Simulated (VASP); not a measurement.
Data:

```xyz
1
Lattice="-1.3575 1.3575 1.3575 1.3575 -1.3575 1.3575 1.3575 1.3575 -1.3575" Properties=species:S:1:pos:R:3 pbc="T T T"
Ni     0.0000     0.0000     0.0000
```

All values below come from LDA (Ceperley-Alder, Perdew-Zunger), VASP's LDA PAW potentials (set 64) (plane waves; VASP). Run with 400 eV cut-off, Gaussian smearing of 0.050 eV, potentials Ni.

**Question.** Give the energies of bands 1 to 6 at the high-symmetry points, in eV from the Fermi level.

**Answer.** 
```json
[
 {"band": "1", "Γ": "-9.38", "H": "-4.45", "N": "-4.86", "P": "-3.19"},
 {"band": "2", "Γ": "-2.15", "H": "-4.45", "N": "-3.23", "P": "-3.19"},
 {"band": "3", "Γ": "-2.15", "H": "0.20", "N": "-0.66", "P": "-3.19"},
 {"band": "4", "Γ": "-2.15", "H": "0.20", "N": "-0.42", "P": "-0.38"},
 {"band": "5", "Γ": "-0.60", "H": "0.20", "N": "0.26", "P": "-0.38"},
 {"band": "6", "Γ": "-0.60", "H": "10.35", "N": "0.46", "P": "8.93"}
]
```

It has no gap at this level: it comes out as a metal or semimetal.

The structure comes from a computed database's Ni entry (Im-3m); how it stands against other phases isn't given here. It was relaxed first, which changed the volume by -6 %. The run is not spin-polarised, so no magnetic state was tried.
